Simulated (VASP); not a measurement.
All values below come from PBE GGA, VASP's PBE PAW potentials (set 64) (plane waves; VASP).

VASP ran on this input.

**POSCAR**
```
CdS
1.0
  0.0000000000   2.9676447403   2.9676447403
  2.9676447403   0.0000000000   2.9676447403
  2.9676447403   2.9676447403   0.0000000000
Cd S
1 1
Cart
  0.0000000000   0.0000000000   0.0000000000
  1.4838223701   1.4838223701   1.4838223701
```

### INCAR
```
SYSTEM=CdS
PREC=Accurate; ENCUT=480; LREAL=.False.
LASPH=.True.
EDIFF=1E-6; NELM=100; ALGO=Normal
LMAXMIX=4
ISMEAR=0; SIGMA=0.05
GGA=PE
IBRION=2; NSW=60; ISIF=3
EDIFFG=-0.01
LWAVE=.False.; LCHARG=.False.
```

KPOINTS:
```
Automatic mesh
0
Gamma
7 7 7
0 0 0
```

POTCAR, in this order: Cd S (PBE.64 set). Program: vasp_std.

The run wrote:

File OSZICAR:
```
       N       E                     dE             d eps       ncg     rms          rms(c)
DAV:   1     0.101405551979E+03    0.10141E+03   -0.87140E+03   536   0.118E+03
DAV:   2    -0.216099431715E+01   -0.10357E+03   -0.99532E+02   615   0.282E+02
DAV:   3    -0.666726143856E+01   -0.45063E+01   -0.44938E+01   615   0.607E+01
DAV:   4    -0.670063067254E+01   -0.33369E-01   -0.33364E-01   585   0.523E+00
DAV:   5    -0.670113334316E+01   -0.50267E-03   -0.50267E-03   630   0.617E-01    0.751E+00
DAV:   6    -0.616372963426E+01    0.53740E+00   -0.10827E+00   719   0.138E+01    0.603E+00
DAV:   7    -0.614646013319E+01    0.17270E-01   -0.20134E-01   545   0.358E+00    0.306E+00
DAV:   8    -0.614663321393E+01   -0.17308E-03   -0.18780E-02   550   0.204E+00    0.270E-01
DAV:   9    -0.614647023854E+01    0.16298E-03   -0.25140E-03   610   0.807E-01    0.702E-02
DAV:  10    -0.614664265861E+01   -0.17242E-03   -0.29530E-04   555   0.169E-01    0.823E-02
DAV:  11    -0.614673123800E+01   -0.88579E-04   -0.13798E-04   548   0.124E-01    0.163E-02
DAV:  12    -0.614671924641E+01    0.11992E-04   -0.43900E-05   672   0.955E-02    0.829E-03
DAV:  13    -0.614672050444E+01   -0.12580E-05   -0.46372E-06   540   0.153E-02    0.612E-03
DAV:  14    -0.614672037521E+01    0.12923E-06   -0.16437E-07   340   0.306E-03
   1 F= -.61467204E+01 E0= -.61467204E+01  d E =-.614672E+01
```

### OUTCAR
```
------------------------ aborting loop because EDIFF is reached ----------------------------------------
  FORCE on cell =-STRESS in cart. coord.  units (eV):
  Direction    XX          YY          ZZ          XY          YZ          ZX
  --------------------------------------------------------------------------------------
  Total        0.0079202      0.0079202      0.0079202      0.0000000      0.0000000      0.0000000
  in kB        0.2427612      0.2427612      0.2427612      0.0000000      0.0000000      0.0000000
  external PRESSURE =       0.2427612 kB  Pullay stress =       0.0000000 kB
  volume of cell :       52.27
      direct lattice vectors                 reciprocal lattice vectors
     0.000000000  2.967644740  2.967644740    -0.168483779  0.168483779  0.168483779
     2.967644740  0.000000000  2.967644740     0.168483779 -0.168483779  0.168483779
     2.967644740  2.967644740  0.000000000     0.168483779  0.168483779 -0.168483779
  FREE ENERGIE OF THE ION-ELECTRON SYSTEM (eV)
  ---------------------------------------------------
  free  energy   TOTEN  =        -6.1467203752 eV

  energy  without entropy=       -6.1467203752  energy(sigma->0) =       -6.14672038

 reached required accuracy - stopping structural energy minimisation
```
(Selected blocks of OUTCAR.)

The structure comes from a computed database's CdS entry (F-43m); how it stands against other phases isn't given here. It was relaxed first. The start is the result of an earlier pass.
